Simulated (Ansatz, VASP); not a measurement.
**Hf (Hafnium) in two plane-wave programs**

Wanted: the spread between two codes on one cell, functional and k mesh. Of the first pair: The structure shown is the end of the Ansatz relaxation below.

Calculated with Ansatz 0.2.0; plane waves, with VASP 6.6.1 beside it; single point at PBEsol and zone-centre phonons at PBEsol.

## Step 1: Starting point

Symmetry: P6_3/mmc, No. 194, hexagonal system. The conventional cell has a = 3.203 Å, b = 3.203 Å, c = 5.057 Å, α = 90.00°, β = 90.00°, γ = 120.00°. Nearest to Hf lie 12 Hf at 3.13 to 3.20 Å.

Structure file:

```cif
data_structure
_symmetry_space_group_name_H-M 'P 1'
_symmetry_Int_Tables_number 1
_cell_length_a 3.2032
_cell_length_b 3.2032
_cell_length_c 5.0573
_cell_angle_alpha 90.000
_cell_angle_beta 90.000
_cell_angle_gamma 120.000
_cell_volume 44.94
loop_
_atom_site_label
_atom_site_type_symbol
_atom_site_fract_x
_atom_site_fract_y
_atom_site_fract_z
_atom_site_occupancy
Hf1 Hf 0.33333 0.66667 0.25000 1
Hf2 Hf 0.66667 0.33333 0.75000 1
```

## Step 2: Ansatz: relaxation, PBEsol

Ansatz runs on its PAW soft_1 files.

This run makes the geometry at which the two programs are then compared.

Input file input.yaml:

```yaml
crystal:
  lattice:
    - [3.202651905, 0.0, 0.0]
    - [-1.6013259525, 2.7735779093, 0.0]
    - [0.0, 0.0, 5.0590917994]
  atoms:
    - { symbol: Hf, position: [0.3333333333, 0.6666666667, 0.25] }
    - { symbol: Hf, position: [0.6666666667, 0.3333333333, 0.75] }
kpoints:
  mp_grid: { grid: [15, 15, 8] }
hamiltonian:
  xc: pbesol
  pseudopotentials: { kind: paw, azcp: { folder: soft_1 }, xc_functional: pbe }
scf:
  occupations: { method: methfessel_paxton, width: 0.2 }
output:
  forces: true
  stress: true
  eigenvalues: true
relax:
  adjacent_minimum: "off"
  f_tol: 0.001
  max_steps: 60
  cell: { stress_tol: 0.01, fix: [volume] }
```

Started as:

```sh
$ ansatz run input.yaml --threads 4 --pin off --max-ram 10240MiB --backend cpu --events-out ev --progress --plain --runs-dir out
```

Numbers of over 12 decimals in the logs are rounded to 6 here.

Log:

```text
Engine: ansatz 0.2.0, x86_64-unknown-linux-gnu
Pseudopotentials: kind: paw
Pseudopotential: Hf, paw, valence charge 26, recommended cutoff 420 eV (normal), soft_1/Hf.paw.azcp
Functional definition: PBEsol
  exchange = pbesol_x
  correlation = pbesol_c
Crystal: 2 atoms, lattice volume = 44.939 Å³
Basis set: ecut = 420 eV, 881 PW (Γ), exchange–correlation on 48×48×72 points (8 copies of the dense FFT grid, shifted against one another)
Bands: 32, of which v1, the nominal top of the filled ones, is band 26 counted from 1 (25 counted from 0)
Symmetry: 24 space group operations
Space group: P63/mmc (ITA 194), of the structure as read, at distance tolerance 3.6e-5 Å
k-points: 135 of 1800
Non-local potential: Hf, projectors of the file, l = 0: 3, l = 1: 2, l = 2: 2, l = 3: 3
PAW form: soft (Blöchl's): semilocal exchange-correlation on the pseudo side does not see the compensation charge
PAW frozen core: Hf, regenerated for the run's functional, and the local potential with it (the file was generated under x = pbe(κ = 0.804, μ = 0.219515), c = pbe(β = 0.066725))
PAW one-centre angular grid: Hf, 590 points (default); XC on 64 Gauss nodes
Initial density: superposition of atomic densities (chi_scale 0.1, normalization cell)
Initial wavefunctions: pseudopotential atomic-orbital guess
Functional: x = pbesol(κ = 0.804, μ = 0.123457), c = pbesol(β = 0.046)
SCF iter   1: F=—  HF=-31197.841150 eV  |F-HF|=—  |Δ(HF+E_count)|=         —  Δρ=3.58e-2  dr2=7.09e-1  ethr=3.10e-3  ⟨swp⟩=5.0  Hψ=14566  notcnv=0
preconditioner: auto → Kerker (q_TF=auto, 2.795 Å⁻¹)  [metal: Δε(μ)=0.023 eV  Ē_g=16.872 eV  σ=0.200 eV  W_gap=0.09  n_scr=22 (ndim 8)  ℏωp=38.4 eV  f_vac=0.000  D(μ)=1.33/eV (n_scr^D=8)]
SCF iter   2: F=—  HF=-31197.688152 eV  |F-HF|=—  |Δ(HF+E_count)|=   1.53e-1  S|Δr|=    0.00e0  Δρ=2.28e-2  dr2=2.83e-1  ethr=1.36e-3  ⟨swp⟩=3.0  Hψ=8329  notcnv=0  defer=52
SCF iter   3: F=—  HF=-31197.628026 eV  |F-HF|=—  |Δ(HF+E_count)|=   6.01e-2  S|Δr|=    0.00e0  Δρ=9.06e-3  dr2=4.46e-2  ethr=5.43e-4  ⟨swp⟩=2.0  Hψ=6820  notcnv=0  defer=51
SCF iter   4: F=—  HF=-31197.579800 eV  |F-HF|=—  |Δ(HF+E_count)|=   4.82e-2  S|Δr|=    0.00e0  Δρ=3.14e-3  dr2=2.20e-3  ethr=8.57e-5  ⟨swp⟩=2.1  Hψ=7817  notcnv=0  defer=51
SCF iter   5: F=—  HF=-31197.581033 eV  |F-HF|=—  |Δ(HF+E_count)|=   1.23e-3  S|Δr|=    0.00e0  Δρ=7.99e-4  dr2=2.92e-4  ethr=4.23e-6  ⟨swp⟩=2.7  Hψ=7768  notcnv=0  defer=48
SCF iter   6: F=—  HF=-31197.581275 eV  |F-HF|=—  |Δ(HF+E_count)|=   2.42e-4  S|Δr|=    0.00e0  Δρ=1.58e-4  dr2=9.10e-6  ethr=5.62e-7  ⟨swp⟩=2.1  Hψ=7826  notcnv=0  defer=48
SCF iter   7: F=—  HF=-31197.581282 eV  |F-HF|=—  |Δ(HF+E_count)|=   6.57e-6  S|Δr|=    0.00e0  Δρ=3.56e-5  dr2=5.73e-7  ethr=1.75e-8  ⟨swp⟩=2.4  Hψ=8102  notcnv=0  defer=57
SCF iter   8: F=-31197.581282 eV  HF=-31197.581282 eV  |F-HF|=9.94e-9  |Δ(HF+E_count)|=   2.67e-9  S|Δr|=    0.00e0  Δρ=6.80e-6  dr2=2.21e-8  ethr=1.00e-12  ⟨swp⟩=5.5  Hψ=38533  notcnv=0
SCF 1 converged in 8 iterations: F = -31197.581282 eV  dr2 = 2.21e-8
  greatest PAW one-centre occupation: 0.998 electrons in one spin orbital (limit 2), on the Hf atom at site 1 (counted from 0), in its partial waves of l = 0
relax step   1: F+E_penalty+E_count = -31197.58128202 eV  Δ(F+E_penalty+E_count) = +0.000e0 eV  max|allowed force component| = 2.868e-16 eV/Å  Δτ_max = 0.0000 Å  P = -4.179 GPa  Ω = 44.939 Å³  fix = [volume]  reactions: volume -4.179 GPa  (8 SCF iters, dr2 threshold 1.00e-7 eV, accepted)
[...]
relax step   2: F+E_penalty+E_count = -31197.58128485 eV  Δ(F+E_penalty+E_count) = -2.830e-6 eV  max|allowed force component| = 2.405e-16 eV/Å  Δτ_max = 0.0000 Å  P = -4.178 GPa  Ω = 44.939 Å³  energy of the carried Pulay correction = +8.192e-8 eV  fix = [volume]  reactions: volume -4.178 GPa  (4 SCF iters, dr2 threshold 4.08e-9 eV, accepted)
[...]
relax step   3: F+E_penalty+E_count = -31197.58128504 eV  Δ(F+E_penalty+E_count) = -1.856e-7 eV  max|allowed force component| = 3.088e-16 eV/Å  Δτ_max = 0.0000 Å  P = -4.178 GPa  Ω = 44.939 Å³  energy of the carried Pulay correction = +6.493e-8 eV  fix = [volume]  reactions: volume -4.178 GPa  (4 SCF iters, dr2 threshold 2.79e-10 eV, accepted)
[...]
relax step   4: F+E_penalty+E_count = -31197.58128522 eV  Δ(F+E_penalty+E_count) = -1.839e-7 eV  max|allowed force component| = 3.088e-16 eV/Å  Δτ_max = 0.0000 Å  P = -4.178 GPa  Ω = 44.939 Å³  fix = [volume]  reactions: volume -4.178 GPa  stress off target by 2.44e-5 GPa on what of the cell is left free  SCF on the basis re-selected at this cell (its energy is not comparable with the rows above)  (4 SCF iters)
basis re-selected at this cell: Δ(F+E_penalty+E_count) = -1.839e-7 eV, ΔP = -0.000 GPa vs the last step (what re-selecting the basis moved, of the pressure what is left beyond the Pulay correction that the steps carried, after the strain that the cell walked since its last selection, with what the two solves' SCF thresholds leave and, on support functions, any second-order correction that the steps lacked; it is no m [...]
SCF converged after 4 iterations
Stability not checked: this state was not tested for a lower state beside it, because cold or Methfessel-Paxton smearing, or corrected tetrahedra, fill the levels in a way that the test cannot read (fill_not_monotonic; see scf.lower_state_search)
Free energy (F): -31197.581285 eV
Harris-Foulkes:  -31197.581285 eV  (|F-HF|=1.46e-11)
Internal energy: -31197.585582 eV  (E = F + TS)
E sigma→0 (E₀):  -31197.582359 eV
Entropy (-TS):   0.004296 eV (2.148 meV/atom)
Fermi energy:    17.926148 eV
--- Per-component energies (eV) ---
  E_band       = -30.639631
  E_kinetic    = 817.588425
  E_local      = -12664.718862  (includes V_loc(G=0)·N_el)
  E_nonlocal   = 129.288979
  E_hartree    = 6158.353021
  E_xc         = -528.684834
  E_vxc        = -508.455462  (∫ρ·V_xc dr)
  E_paw        = -15150.597002  (= ΣΔE_a)
  E_vpaw       = -121.048929  (= ΣTr[D̂ρ^β])
  E_aug_tail   = 0.000187  (compensation charges beyond the density's cutoff)
  E_ewald      = -9961.317609
  E_core_change = 2.502112  (= ΣΔE_core)
  E_smearing   = 0.004296  (= −TS)
  E_closure    = -0.000000  (closes the sum)
  Σ components = -31197.581285   (vs F -31197.581285, Δ=0.00e0)
--- Forces (eV/Å), atoms counted from 1 ---
  atom   1  Hf    -0.00000000     0.00000000     0.00000000
  atom   2  Hf     0.00000000    -0.00000000    -0.00000000
  max |Σ_I F_I| component: 3.70e-17 eV/Å
--- Stress (GPa, compression-positive) ---
       -4.178339      -0.000000      -0.000000
        0.000000      -4.178339      -0.000000
       -0.000000      -0.000000      -4.178376
  P = ⅓ Tr σ = -4.1784 GPa (-41.784 kbar)
--- Band table (eV; the first three rows and the last of 135) ---
  k-point 0: bands = [... 22 lower, 10.5378, 14.2083, 18.5774, 19.0633, 19.0633, 19.3640, 19.8845, 19.8845, ... 2 higher]
  k-point 1: bands = [... 22 lower, 10.6818, 14.1325, 18.3722, 18.9783, 18.9783, 19.2387, 19.7641, 19.7641, ... 2 higher]
  k-point 2: bands = [... 22 lower, 11.0986, 13.8473, 18.0104, 18.8571, 18.8571, 18.9025, 19.4824, 19.4824, ... 2 higher]
  k-point 134: bands = [... 22 lower, 16.1413, 16.1413, 16.4567, 16.4567, 17.7214, 17.7214, 20.4133, 20.4133, ... 2 higher]
--- Relaxed structure (3 steps of the walk, 3 accepted, 1 SCFs on fresh bases) ---
  F+E_penalty+E_count = -31197.58128522 eV   max|allowed force component| = 3.088e-16 eV/Å   (the final SCF, on the basis selected at the relaxed cell)
  cell:  # Å, volume = 44.9389 Å³
    - [3.203209, 0, 0]
    - [-1.601604, 2.774060, 0]
    - [0, 0, 5.057334]
  atoms:
    - { symbol: Hf, position: [0.333333, 0.666667, 0.250000] }
    - { symbol: Hf, position: [0.666667, 0.333333, 0.750000] }
```

## Step 3: VASP: single point, PBEsol

The same cell, functional, mesh and smearing now go to VASP, with its own data sets.

Lines of VASP's logs that name or quote its potential files are left out, and so is its time.

Input file INCAR:

```
SYSTEM = Hf
PREC = Accurate
ENCUT = 500
EDIFF = 1E-06
NELM = 120
ISMEAR = 1
SIGMA = 0.2
LREAL = .FALSE.
ALGO = Normal
GGA = PS
NBANDS = 16
LASPH = .TRUE.
LORBIT = 11
LWAVE = .FALSE.
LCHARG = .FALSE.
ISIF = 2
GGA_COMPAT = .FALSE.
KPAR = 2
```

Input file POSCAR:

```
Hf
1.0
    3.2032085779      0.0000000000      0.0000000000
   -1.6016042889      2.7740600021      0.0000000000
    0.0000000000      0.0000000000      5.0573335534
Hf
2
Direct
    0.3333333334      0.6666666668      0.2500000000
    0.6666666668      0.3333333334      0.7500000000
```

Input file KPOINTS:

```
Automatic mesh
0
Gamma
15 15 8
0 0 0
```

Potentials, in the order of the species: Hf_pv (PBE family, release 64).

Started as:

```sh
$ mpirun -np 2 vasp_std
```

Log:

```text
[banner, memory and clock lines left out]
running    2 mpi-ranks, on    1 nodes
 distrk:  each k-point on    1 cores,    2 groups
 distr:  one band on    1 cores,    1 groups

 POSCAR found type information on POSCAR Hf
 POSCAR found :  1 types and       2 ions
|                                                                             |
|               ----> ADVICE to this user running VASP <----                  |
|                                                                             |
|     You enforced a specific xc type in the INCAR file but a different       |
|     [... a line on the potential file left out ...]
|     I HOPE YOU KNOW WHAT YOU ARE DOING!                                     |
|                                                                             |

 LDA part: xc-table for (Slater+PW92), standard interpolation
 POSCAR, INCAR and KPOINTS ok, starting setup
 FFT: planning ... GRIDC
 FFT: planning ... GRID_SOFT
 FFT: planning ... GRID
 WAVECAR not read
 entering main loop
       N       E                     dE             d eps       ncg     rms          rms(c)
DAV:   1     0.461048179349E+02    0.46105E+02   -0.11310E+04  4328   0.115E+03
DAV:   2    -0.201880801304E+02   -0.66293E+02   -0.64774E+02  5704   0.247E+02
DAV:   3    -0.217716234289E+02   -0.15835E+01   -0.15781E+01  5736   0.266E+01
DAV:   4    -0.217841744884E+02   -0.12551E-01   -0.12549E-01  5304   0.289E+00
DAV:   5    -0.217843367176E+02   -0.16223E-03   -0.16221E-03  5808   0.271E-01    0.652E+01
DAV:   6    -0.211940216268E+02    0.59032E+00   -0.55063E-01  5224   0.486E+00    0.385E+01
DAV:   7    -0.209894488136E+02    0.20457E+00   -0.90063E-01  5312   0.597E+00    0.186E+00
DAV:   8    -0.209783083120E+02    0.11141E-01   -0.57539E-02  4968   0.163E+00    0.326E-01
DAV:   9    -0.209784093887E+02   -0.10108E-03   -0.11895E-03  5968   0.254E-01    0.195E-01
DAV:  10    -0.209783988894E+02    0.10499E-04   -0.46330E-05  5136   0.483E-02    0.187E-01
DAV:  11    -0.209784002830E+02   -0.13936E-05   -0.44885E-06  5488   0.151E-02    0.112E-02
DAV:  12    -0.209784003600E+02   -0.77017E-07   -0.34641E-07  3120   0.417E-03
   1 F= -.20978400E+02 E0= -.20979814E+02  d E =0.424171E-02
```

OUTCAR, selected parts (step 3):

```text
ion  position               nearest neighbor table
   1  0.333  0.667  0.250-   2 3.13   2 3.13   2 3.13   2 3.13   2 3.13   2 3.13
   2  0.667  0.333  0.750-   1 3.13   1 3.13   1 3.13   1 3.13   1 3.13   1 3.13

  LATTYP: Found a hexagonal cell.
 ALAT       =     3.2032085779
 C/A-ratio  =     1.5788336696

 Subroutine GETGRP returns: Found 24 space group operations
 (whereof 12 operations were pure point group operations)

The static configuration has the point symmetry D_3d.
 The point group associated with its full space group is D_6h.

 Found    135 irreducible k-points:

   k-points           NKPTS =    135   k-points in BZ     NKDIM =    135   number of bands    NBANDS=     16

   dimension x,y,z NGX =    24 NGY =   24 NGZ =   40
   dimension x,y,z NGXF=    48 NGYF=   48 NGZF=   80

   ENCUT  =  500.0 eV  36.75 Ry    6.06 a.u.   5.84  5.84  9.22*2*pi/ulx,y,z

   NELECT =      20.0000    total number of electrons

 k-points in reciprocal lattice and weights: Automatic mesh
   0.00000000  0.00000000  0.00000000       0.001
   0.06666667  0.00000000  0.00000000       0.003
   0.13333333  0.00000000  0.00000000       0.003
   0.20000000  0.00000000  0.00000000       0.003
   0.26666667  0.00000000  0.00000000       0.003
   0.33333333 -0.00000000  0.00000000       0.003
   0.40000000  0.00000000  0.00000000       0.003
   0.46666667 -0.00000000  0.00000000       0.003
   0.06666667  0.06666667  0.00000000       0.003
[...]
0.33333333  0.26666667  0.50000000       0.007
   0.33333333  0.33333333  0.50000000       0.001

 average (electrostatic) potential at core
       1 -37.2294       2 -37.2294

 E-fermi :   4.7448

 k-point     1 :       0.0000    0.0000    0.0000
  band No.  band energies     occupation
    ...
      4     -25.4469      2.00000
      5     -25.4413      2.00000
      6     -25.4413      2.00000
      7      -2.6430      2.00000
      8       1.0326      2.00000
      9       5.4006     -0.00004
     10       5.8914     -0.00000
     11       5.8914     -0.00000
     12       6.1884     -0.00000
     13       6.7115     -0.00000
    ...

 k-point     2 :       0.0667    0.0000    0.0000
  band No.  band energies     occupation
    ...
      4     -25.4670      2.00000
      5     -25.4522      2.00000
      6     -25.4445      2.00000
      7      -2.5087      2.00000
      8       1.1656      2.00000
      9       5.2187     -0.00406
     10       5.5282     -0.00000
     11       6.0175     -0.00000
     12       6.4634     -0.00000
     13       6.5742     -0.00000
    ...

 k-point     3 :       0.1333    0.0000    0.0000
  band No.  band energies     occupation
    ...
      5     -25.4683      2.00000
      6     -25.4540      2.00000
      7      -2.1184      2.00000
      8       1.5385      2.00000
      9       4.7475      0.97685
     10       4.9803     -0.07018
     11       6.1736     -0.00000
     12       6.3914     -0.00000
     13       6.7883     -0.00000
     14       6.8739     -0.00000
    ...

  Total       -1.2708650     -1.2708650     -1.2971484     -0.0000000      0.0000000      0.0000000
  in kB      -45.3092970    -45.3092970    -46.2463632     -0.0000000      0.0000000      0.0000000
  external PRESSURE =     -45.6216524 kB  Pullay stress =       0.0000000 kB

  energy-cutoff  :      500.00
  volume of cell :       44.94
      direct lattice vectors                 reciprocal lattice vectors
     3.203208578  0.000000000  0.000000000     0.312186976  0.180241235  0.000000000
    -1.601604289  2.774060002  0.000000000     0.000000000  0.360482469  0.000000000
     0.000000000  0.000000000  5.057333553     0.000000000  0.000000000  0.197732657

 POSITION                                       TOTAL-FORCE (eV/Angst)
 -----------------------------------------------------------------------------------
      0.00000      1.84937      1.26433        -0.000000      0.000000      0.000000
      1.60160      0.92469      3.79300         0.000000     -0.000000      0.000000
 -----------------------------------------------------------------------------------
    total drift:                               -0.000000     -0.000000      0.000000

  FREE ENERGIE OF THE ION-ELECTRON SYSTEM (eV)
  ---------------------------------------------------
  free  energy   TOTEN  =       -20.9784003600 eV

  energy  without entropy=      -20.9826420714  energy(sigma->0) =      -20.97981426

 total charge
# of ion       s       p       d       tot
------------------------------------------
    1        0.392   6.385   1.546   8.323
    2        0.392   6.385   1.546   8.323
--------------------------------------------------
tot          0.784  12.770   3.093  16.647

[... 3 further parts left out ...]
```

Harder data sets than Hf_pv exist (the GW ones), and pressures, volumes and forces can shift noticeably with them.

## Step 4: Differences

Known differences besides the potentials themselves: the data sets hold 52 valence electrons in Ansatz (on its PAW soft_1 files) and 20 in VASP; the cutoff is 420 eV in Ansatz and 500 eV in VASP; Ansatz makes its cores anew for this functional, VASP keeps those of its PBE data sets; Ansatz's pressure holds a Pulay correction, VASP's none. Total energies have different zeros and are not compared.

Both answers:

| quantity | Ansatz | VASP | difference |
| --- | --- | --- | --- |
| pressure (GPa) | -4.18 | -4.56 | +0.38 |

(Continued in part 2 of 2.)

[Lines on the potential files, build, host, timing and source positions are cut from VASP's logs without a mark.]

[Logs are printed without paths, hosts, clocks, repeated set-up lines and the standing remarks that a program may print on its own settings, such as how far it seeks lower states.]

[Hosts, paths, dates, database ids (printed as entryN), source tags and the programs' standing remarks are cut or masked in the printed files.]
